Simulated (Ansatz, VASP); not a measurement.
# CoSn in two plane-wave programs, part 2 of 2

Wanted: the spread between two codes on one cell, functional and k mesh. The structure shown comes from an earlier Ansatz run, which isn't shown and may have moved the atoms alone.

VASP 6.6.1 and Ansatz 0.2.0.

So far: Set-up; Ansatz: elastic constants, LDA.

## 3. VASP: elastic constants, LDA

Level of this step: LDA, no spin polarisation; plane waves and PAW (Co, Sn_d) (VASP).

The same cell, functional (in two slightly different forms), mesh and smearing now go to VASP, with its own data sets.

Lines of VASP's logs that name or quote its potential files are left out, and so is its time.

INCAR

```
SYSTEM = CoSn
PREC = Accurate
ENCUT = 600
EDIFF = 1E-08
NELM = 120
ISMEAR = 0
SIGMA = 0.05
LREAL = .FALSE.
ALGO = Normal
GGA = CA
NBANDS = 42
LASPH = .TRUE.
LORBIT = 11
LWAVE = .FALSE.
LCHARG = .FALSE.
ISIF = 3
IBRION = 6
NFREE = 2
POTIM = 0.015
NSW = 1
GGA_COMPAT = .FALSE.
KPAR = 2
```

POSCAR

```
CoSn
1.0
    5.1727842804      0.0000000000      0.0000000000
   -2.5863921402      4.4797625951      0.0000000000
    0.0000000000      0.0000000000      4.1262237419
Co Sn
3 3
Direct
    0.0000000000      0.5000000000      0.0000000000
    0.5000000000      0.5000000000      0.0000000000
    0.5000000000      0.0000000000      0.0000000000
    0.6666666667      0.3333333333      0.5000000000
    0.3333333333      0.6666666667      0.5000000000
    0.0000000000      0.0000000000      0.0000000000
```

KPOINTS

```
Automatic mesh
0
Gamma
6 6 6
0 0 0
```

Potentials, in the order of the species: Co and Sn_d (LDA family, release 64).

Command:

```bash
mpirun -np 2 vasp_std
```

Numbers of over 12 decimals in the logs are rounded to 6 here.

The log of the run:

```text
[banner, memory and clock lines left out]
running    2 mpi-ranks, on    1 nodes
 distrk:  each k-point on    1 cores,    2 groups
 distr:  one band on    1 cores,    1 groups

 POSCAR found type information on POSCAR CoSn
 POSCAR found :  2 types and       6 ions
 LDA part: xc-table for (Slater(with rela. corr.)+CA(PZ))
 , standard interpolation
 POSCAR, INCAR and KPOINTS ok, starting setup
 FFT: planning ... GRIDC
 FFT: planning ... GRID_SOFT
 FFT: planning ... GRID
 WAVECAR not read
 entering main loop
       N       E                     dE             d eps       ncg     rms          rms(c)
DAV:   1     0.728123421004E+03    0.72812E+03   -0.34512E+04  2360   0.292E+03
DAV:   2     0.743391572560E+02   -0.65378E+03   -0.63660E+03  2352   0.670E+02
DAV:   3    -0.358212958263E+02   -0.11016E+03   -0.10726E+03  2404   0.250E+02
DAV:   4    -0.417074432646E+02   -0.58861E+01   -0.58266E+01  2744   0.641E+01
DAV:   5    -0.418901498784E+02   -0.18271E+00   -0.18254E+00  3206   0.103E+01    0.154E+01
DAV:   6    -0.424743883391E+02   -0.58424E+00   -0.27362E+01  2784   0.520E+01    0.137E+01
DAV:   7    -0.393712392539E+02    0.31031E+01   -0.14867E+01  2704   0.402E+01    0.556E+00
DAV:   8    -0.391132712480E+02    0.25797E+00   -0.15550E+00  2574   0.921E+00    0.139E+00
DAV:   9    -0.390902065923E+02    0.23065E-01   -0.16707E-01  2972   0.483E+00    0.432E-01
DAV:  10    -0.390894565019E+02    0.75009E-03   -0.16494E-02  2642   0.125E+00    0.302E-01
DAV:  11    -0.390875577962E+02    0.18987E-02   -0.21768E-03  3284   0.449E-01    0.121E-01
DAV:  12    -0.390874515886E+02    0.10621E-03   -0.34670E-04  3140   0.151E-01    0.354E-02
DAV:  13    -0.390874522573E+02   -0.66867E-06   -0.46269E-05  2592   0.774E-02    0.121E-02
DAV:  14    -0.390874524195E+02   -0.16223E-06   -0.34092E-06  3386   0.141E-02    0.641E-03
DAV:  15    -0.390874522659E+02    0.15359E-06   -0.81220E-07  2920   0.101E-02    0.852E-04
DAV:  16    -0.390874522636E+02    0.22683E-08   -0.93819E-08  2630   0.310E-03
   1 F= -.39087452E+02 E0= -.39083767E+02  d E =-.737096E-02
[... from here on, the cycles between the ionic steps are left out ...]
   2 F= -.39071484E+02 E0= -.39067854E+02  d E =-.725985E-02
   3 F= -.39065857E+02 E0= -.39062201E+02  d E =-.731333E-02
  18 F= -.39086482E+02 E0= -.39082804E+02  d E =-.735552E-02
  19 F= -.39086482E+02 E0= -.39082804E+02  d E =-.735551E-02
  20 F= -.39085675E+02 E0= -.39081989E+02  d E =-.737302E-02
  21 F= -.39085675E+02 E0= -.39081989E+02  d E =-.737300E-02
  22 F= -.39086365E+02 E0= -.39082679E+02  d E =-.737081E-02
  23 F= -.39086365E+02 E0= -.39082679E+02  d E =-.737079E-02
  24 F= -.39086988E+02 E0= -.39083302E+02  d E =-.737184E-02
 Finite differences progress:
  Degree of freedom:  12/ 12
  Displacement:        1/  2
  Total:              23/ 24
 bond charge predicted
       N       E                     dE             d eps       ncg     rms          rms(c)
DAV:   1    -0.390733462771E+02    0.13641E-01   -0.44312E+00  2754   0.769E+00    0.377E-01
DAV:   2    -0.390868165382E+02   -0.13470E-01   -0.13527E-01  2914   0.220E+00    0.115E-01
DAV:   3    -0.390869818720E+02   -0.16533E-03   -0.22108E-03  3172   0.452E-01    0.106E-01
DAV:   4    -0.390869992179E+02   -0.17346E-04   -0.24305E-04  2952   0.153E-01    0.951E-02
DAV:   5    -0.390869900377E+02    0.91803E-05   -0.30725E-05  3062   0.799E-02    0.611E-02
DAV:   6    -0.390869875351E+02    0.25026E-05   -0.12435E-05  2678   0.717E-02    0.360E-03
DAV:   7    -0.390869877024E+02   -0.16735E-06   -0.39687E-06  3276   0.281E-02    0.394E-03
DAV:   8    -0.390869877063E+02   -0.38963E-08   -0.11895E-06  2648   0.866E-03    0.101E-03
DAV:   9    -0.390869877030E+02    0.33388E-08   -0.60436E-08  2578   0.357E-03
  25 F= -.39086988E+02 E0= -.39083302E+02  d E =-.737188E-02
 Finite differences progress:
  Degree of freedom:  12/ 12
  Displacement:        2/  2
  Total:              24/ 24
```

Parts of OUTCAR (step 3):

```text
ion  position               nearest neighbor table
   1  0.000  0.500  0.000-   4 2.55   5 2.55   4 2.55   5 2.55   3 2.59   6 2.59   6 2.59   3 2.59
                             2 2.59   2 2.59
   2  0.500  0.500  0.000-   4 2.55   5 2.55   4 2.55   5 2.55   3 2.59   6 2.59   3 2.59   6 2.59
                             1 2.59   1 2.59
   3  0.500  0.000  0.000-   4 2.55   5 2.55   4 2.55   5 2.55   1 2.59   2 2.59   2 2.59   1 2.59
                             6 2.59   6 2.59
   4  0.667  0.333  0.500-   3 2.55   3 2.55   1 2.55   1 2.55   2 2.55   2 2.55   5 2.99   5 2.99
                             5 2.99   6 3.63   6 3.63   6 3.63   6 3.63   6 3.63   6 3.63
   5  0.333  0.667  0.500-   3 2.55   3 2.55   1 2.55   1 2.55   2 2.55   2 2.55   4 2.99   4 2.99
                             4 2.99   6 3.63   6 3.63   6 3.63   6 3.63   6 3.63   6 3.63
   6  0.000  0.000  0.000-   1 2.59   2 2.59   1 2.59   2 2.59   3 2.59   3 2.59   5 3.63   4 3.63
                             5 3.63   4 3.63   4 3.63   4 3.63   5 3.63   5 3.63   4 3.63   5 3.63

  LATTYP: Found a hexagonal cell.
 ALAT       =     5.1727842804
 C/A-ratio  =     0.7976794543

 Subroutine GETGRP returns: Found 24 space group operations
 (whereof 24 operations were pure point group operations)

The static configuration has the point symmetry D_6h.

 Found     28 irreducible k-points:

   k-points           NKPTS =     28   k-points in BZ     NKDIM =     28   number of bands    NBANDS=     42

   dimension x,y,z NGX =    42 NGY =   42 NGZ =   36
   dimension x,y,z NGXF=    84 NGYF=   84 NGZF=   72

   ENCUT  =  600.0 eV  44.10 Ry    6.64 a.u.  10.33 10.33  8.24*2*pi/ulx,y,z

   NELECT =      69.0000    total number of electrons

 k-points in reciprocal lattice and weights: Automatic mesh
   0.00000000  0.00000000  0.00000000       0.005
   0.16666667  0.00000000  0.00000000       0.028
   0.33333333  0.00000000  0.00000000       0.028
   0.50000000  0.00000000  0.00000000       0.014
   0.16666667  0.16666667  0.00000000       0.028
   0.33333333  0.16666667  0.00000000       0.056
   0.33333333  0.33333333  0.00000000       0.009
   0.00000000  0.00000000  0.16666667       0.009
   0.16666667  0.00000000  0.16666667       0.056
[...]
0.33333333  0.16666667  0.50000000       0.056
   0.33333333  0.33333333  0.50000000       0.009

 average (electrostatic) potential at core
       1 -77.2126       2 -77.2126       3 -77.2126       4 -95.9821       5 -95.9821
       6 -96.0618

 E-fermi :  10.5042

 k-point     1 :       0.0000    0.0000    0.0000
  band No.  band energies     occupation
    ...
     30      10.0024      2.00000
     31      10.0293      2.00000
     32      10.0293      2.00000
     33      10.0489      2.00000
     34      10.0489      2.00000
     35      11.0167      0.00000
     36      11.2126      0.00000
     37      11.9634      0.00000
     38      11.9634      0.00000
     39      13.6148      0.00000
    ...

 k-point     2 :       0.1667    0.0000    0.0000
  band No.  band energies     occupation
    ...
     30       9.9206      2.00000
     31      10.0188      2.00000
     32      10.0402      2.00000
     33      10.1210      2.00000
     34      10.2539      2.00000
     35      11.0343      0.00000
     36      11.5752      0.00000
     37      12.1078      0.00000
     38      12.3719      0.00000
     39      13.8178      0.00000
    ...

 k-point     3 :       0.3333    0.0000    0.0000
  band No.  band energies     occupation
    ...
     29       9.0516      2.00000
     30       9.6899      2.00000
     31       9.9005      2.00000
     32      10.0372      2.00000
     33      10.1212      2.00000
     34      10.8799      0.00000
     35      11.1822      0.00000
     36      11.9859      0.00000
     37      12.8407      0.00000
     38      13.3631      0.00000
    ...

 Eigenvectors and eigenvalues of the dynamical matrix
 ----------------------------------------------------

   1 f  =    8.528345 THz    53.585170 2PiTHz  284.474958 cm-1    35.270384 meV
             X         Y         Z           dx          dy          dz
     -1.293196  2.239881  0.000000     0.500000    0.288675    0.000000
      1.293196  2.239881  0.000000    -0.500000    0.288675    0.000000
      2.586392  0.000000  0.000000    -0.000000   -0.577350    0.000000
      2.586392  1.493254  2.063112    -0.000000   -0.000000   -0.000000
     -0.000000  2.986508  2.063112    -0.000000   -0.000000   -0.000000
      0.000000  0.000000  0.000000     0.000000    0.000000    0.000000

   2 f  =    8.462123 THz    53.169088 2PiTHz  282.266046 cm-1    34.996514 meV
             X         Y         Z           dx          dy          dz
     -1.293196  2.239881  0.000000     0.000000    0.000000   -0.436366
      1.293196  2.239881  0.000000    -0.000000    0.000000   -0.436366
      2.586392  0.000000  0.000000    -0.000000   -0.000000   -0.436366
      2.586392  1.493254  2.063112    -0.000000   -0.000000    0.463001
     -0.000000  2.986508  2.063112    -0.000000   -0.000000    0.463001
      0.000000  0.000000  0.000000     0.000000    0.000000   -0.003812

   3 f  =    7.640997 THz    48.009800 2PiTHz  254.876224 cm-1    31.600610 meV
             X         Y         Z           dx          dy          dz
     -1.293196  2.239881  0.000000    -0.218230   -0.457599    0.000000
      1.293196  2.239881  0.000000    -0.218247    0.457588   -0.000000
      2.586392  0.000000  0.000000     0.574337    0.000009   -0.000000
      2.586392  1.493254  2.063112     0.127239   -0.000002    0.000000
     -0.000000  2.986508  2.063112     0.127239   -0.000002    0.000000
      0.000000  0.000000  0.000000    -0.351736    0.000007   -0.000000

   4 f  =    7.640997 THz    48.009800 2PiTHz  254.876224 cm-1    31.600610 meV
             X         Y         Z           dx          dy          dz
     -1.293196  2.239881  0.000000    -0.457598    0.310137    0.000000
      1.293196  2.239881  0.000000     0.457589    0.310154    0.000000
      2.586392  0.000000  0.000000     0.000011   -0.482430   -0.000000
      2.586392  1.493254  2.063112     0.000002    0.127239    0.000000
     -0.000000  2.986508  2.063112     0.000002    0.127239   -0.000000
      0.000000  0.000000  0.000000    -0.000007   -0.351736   -0.000000

   5 f  =    5.805495 THz    36.477000 2PiTHz  193.650465 cm-1    24.009587 meV
             X         Y         Z           dx          dy          dz
     -1.293196  2.239881  0.000000    -0.507561   -0.096930    0.000000
      1.293196  2.239881  0.000000    -0.507561    0.096929   -0.000000
      2.586392  0.000000  0.000000    -0.339674   -0.000000   -0.000000
      2.586392  1.493254  2.063112     0.230581    0.000000    0.000000
     -0.000000  2.986508  2.063112     0.230581    0.000000   -0.000000
      0.000000  0.000000  0.000000     0.494226    0.000000   -0.000000

   6 f  =    5.805495 THz    36.477000 2PiTHz  193.650465 cm-1    24.009587 meV
             X         Y         Z           dx          dy          dz
     -1.293196  2.239881  0.000000     0.096929    0.395636   -0.000000
      1.293196  2.239881  0.000000    -0.096930    0.395637   -0.000000
      2.586392  0.000000  0.000000    -0.000000    0.563523    0.000000
      2.586392  1.493254  2.063112     0.000000   -0.230581   -0.000000
     -0.000000  2.986508  2.063112     0.000000   -0.230581    0.000000
      0.000000  0.000000  0.000000     0.000000   -0.494226   -0.000000

   7 f  =    5.743079 THz    36.084828 2PiTHz  191.568487 cm-1    23.751455 meV
             X         Y         Z           dx          dy          dz
     -1.293196  2.239881  0.000000     0.000000    0.000000    0.000000
      1.293196  2.239881  0.000000     0.000000    0.000000   -0.000000
      2.586392  0.000000  0.000000     0.000000    0.000000   -0.000000
      2.586392  1.493254  2.063112    -0.000000   -0.000000    0.707107
     -0.000000  2.986508  2.063112    -0.000000   -0.000000   -0.707107
      0.000000  0.000000  0.000000    -0.000000   -0.000000   -0.000000

   8 f  =    5.363758 THz    33.701486 2PiTHz  178.915710 cm-1    22.182711 meV
             X         Y         Z           dx          dy          dz
     -1.293196  2.239881  0.000000    -0.000000   -0.000000   -0.780302
      1.293196  2.239881  0.000000    -0.000000    0.000000    0.598350
      2.586392  0.000000  0.000000     0.000000   -0.000000    0.181952
      2.586392  1.493254  2.063112     0.000000    0.000000    0.000000
     -0.000000  2.986508  2.063112    -0.000000   -0.000000   -0.000000
      0.000000  0.000000  0.000000     0.000000   -0.000000   -0.000000

   9 f  =    5.363758 THz    33.701486 2PiTHz  178.915710 cm-1    22.182711 meV
             X         Y         Z           dx          dy          dz
     -1.293196  2.239881  0.000000    -0.000000   -0.000000   -0.240407
      1.293196  2.239881  0.000000     0.000000    0.000000   -0.555558
      2.586392  0.000000  0.000000    -0.000000   -0.000000    0.795965
      2.586392  1.493254  2.063112     0.000000    0.000000    0.000000
     -0.000000  2.986508  2.063112     0.000000   -0.000000   -0.000000
      0.000000  0.000000  0.000000    -0.000000    0.000000   -0.000000

  10 f  =    5.049268 THz    31.725487 2PiTHz  168.425456 cm-1    20.882086 meV
             X         Y         Z           dx          dy          dz
     -1.293196  2.239881  0.000000     0.000000   -0.000000    0.000000
      1.293196  2.239881  0.000000     0.000000    0.000000   -0.000000
      2.586392  0.000000  0.000000     0.000000    0.000000    0.000000
      2.586392  1.493254  2.063112     0.707107    0.000009   -0.000000
     -0.000000  2.986508  2.063112    -0.707107   -0.000009    0.000000
      0.000000  0.000000  0.000000    -0.000000   -0.000000   -0.000000

  11 f  =    5.049268 THz    31.725487 2PiTHz  168.425456 cm-1    20.882086 meV
             X         Y         Z           dx          dy          dz
     -1.293196  2.239881  0.000000    -0.000000    0.000000    0.000000
      1.293196  2.239881  0.000000    -0.000000    0.000000   -0.000000
      2.586392  0.000000  0.000000    -0.000000    0.000000   -0.000000
      2.586392  1.493254  2.063112    -0.000009    0.707107   -0.000000
     -0.000000  2.986508  2.063112     0.000009   -0.707107    0.000000
      0.000000  0.000000  0.000000     0.000000   -0.000000   -0.000000

  12 f  =    3.308834 THz    20.790017 2PiTHz  110.370820 cm-1    13.684231 meV
             X         Y         Z           dx          dy          dz
     -1.293196  2.239881  0.000000    -0.000000    0.000000   -0.179900
      1.293196  2.239881  0.000000     0.000000    0.000000   -0.179900
      2.586392  0.000000  0.000000    -0.000000   -0.000000   -0.179900
      2.586392  1.493254  2.063112     0.000000   -0.000000   -0.250697
     -0.000000  2.986508  2.063112     0.000000   -0.000000   -0.250697
      0.000000  0.000000  0.000000    -0.000000    0.000000    0.881595

  13 f  =    3.288899 THz    20.664763 2PiTHz  109.705866 cm-1    13.601788 meV
             X         Y         Z           dx          dy          dz
     -1.293196  2.239881  0.000000     0.026582   -0.176680   -0.000000
      1.293196  2.239881  0.000000     0.026569    0.176664   -0.000000
      2.586392  0.000000  0.000000     0.332580    0.000003   -0.000000
      2.586392  1.493254  2.063112    -0.456299    0.000016   -0.000000
     -0.000000  2.986508  2.063112    -0.456299    0.000016    0.000000
      0.000000  0.000000  0.000000     0.639636   -0.000023    0.000000
    [... 43 further lines ...]
     -0.000000  2.986508  2.063112     0.027984    0.470798    0.000000
      0.000000  0.000000  0.000000     0.028012    0.471279    0.000000

 ELASTIC MODULI CONTR FROM IONIC RELAXATION (kBar)
 Direction    XX          YY          ZZ          XY          YZ          ZX
 --------------------------------------------------------------------------------
 XX        -120.6141    120.6141      0.0000      0.0000     -0.0000      0.0000
 YY         120.6141   -120.6141      0.0000     -0.0000      0.0000      0.0000
 ZZ           0.0000      0.0000      0.0000      0.0000      0.0000      0.0000
 XY           0.0000     -0.0000      0.0000   -120.6141      0.0000      0.0000
 YZ          -0.0000      0.0000      0.0000      0.0000     -0.0000      0.0000
 ZX           0.0000      0.0000      0.0000      0.0000      0.0000      0.0000
 --------------------------------------------------------------------------------

 TOTAL ELASTIC MODULI (kBar)
 Direction    XX          YY          ZZ          XY          YZ          ZX
 --------------------------------------------------------------------------------
 XX        2671.4207   1235.5766    847.2285      0.0000      0.0000     -0.0000
 YY        1235.5766   2671.4207    847.2285     -0.0000      0.0000     -0.0000
 ZZ         847.2285    847.2285   3047.0705      0.0000      0.0000      0.0000
 XY           0.0000     -0.0000      0.0000    717.9221      0.0000     -0.0000
 YZ           0.0000      0.0000      0.0000      0.0000    806.5585      0.0000
 ZX           0.0000     -0.0000      0.0000      0.0000      0.0000    806.5582
 --------------------------------------------------------------------------------

 total charge
# of ion       s       p       d       tot
------------------------------------------
    1        0.422   0.507   7.533   8.462
    2        0.422   0.507   7.533   8.462
    3        0.422   0.507   7.533   8.462
    4        1.144   1.328  10.090  12.561
    5        1.144   1.328  10.090  12.561
    6        1.172   1.169  10.055  12.396
--------------------------------------------------
tot          4.724   5.347  52.834  62.905

[... 1 further part left out ...]
```

CONTCAR:

```
CoSn
   1.00000000000000
     5.1727842804000002    0.0000000000000000    0.0000000000000000
    -2.5863921402000001    4.4797625951000004    0.0000000000000000
     0.0000000000000000    0.0000000000000000    4.1262237418999996
  Co              Sn
     3     3
Direct
     0.0000000000000000    0.5000000000000000    0.0000000000000000
     0.5000000000000000    0.5000000000000000    0.0000000000000000
     0.5000000000000000    0.0000000000000000    0.0000000000000000
     0.6666666667000030    0.3333333332999970    0.5000000000000000
     0.3333333332999970    0.6666666667000030    0.5000000000000000
     0.0000000000000000    0.0000000000000000   -0.0036352851755666
```

This run has no spin polarisation, so a moment on Co, if there is one, isn't seen. Its electron count is odd, so without a moment it is a metal by construction.

Levels, forces or a CONTCAR printed for this step are those of its last displaced cell, not of the structure at rest.

## 4. Comparison

Known differences besides the potentials themselves: the two LDA forms differ slightly; the data sets hold 93 valence electrons in Ansatz (on its default PAW (the set named soft_2) files) and 69 in VASP; the cutoff is 420 eV in Ansatz and 600 eV in VASP; VASP's log shows a relativistic correction to its local exchange, Ansatz's none; VASP takes each elastic constant from one size of strain, Ansatz from those that its log lists. Total energies have different zeros and are not compared.

Both answers:

```
 quantity  Ansatz   VASP  difference
C11 (GPa)   265.9  267.1     -0.45 %
C22 (GPa)   265.9  267.1     -0.45 %
C33 (GPa)   298.3  304.7     -2.11 %
C12 (GPa)   122.7  123.6     -0.66 %
C13 (GPa)    84.8   84.7     +0.05 %
C23 (GPa)    84.8   84.7     +0.05 %
C44 (GPa)    80.5   80.7     -0.26 %
C55 (GPa)    80.5   80.7     -0.26 %
C66 (GPa)    71.6   71.8     -0.26 %
```

## 5. Outcome

```json
{
 "difference in C33 (elastic constants, LDA)": "-2.1 %"
}
```

In words: The difference in C33 is -2.1 % (elastic constants, LDA), within the 5 % picked in this series as the mark of a large difference. The data sets hold unlike numbers of valence electrons (93 in Ansatz and 69 in VASP), so part of the differences comes from the potentials. Such differences can come from data sets, numerical settings and the points named under the comparisons, not from the functional's error against experiment.

[Lines on the potential files, build, host, timing and source positions are cut from VASP's logs without a mark.]

[Logs are printed without paths, hosts, clocks, repeated set-up lines and the standing remarks that a program may print on its own settings, such as how far it seeks lower states.]

[Hosts, paths, dates, database ids (printed as entryN), source tags and the programs' standing remarks are cut or masked in the printed files.]
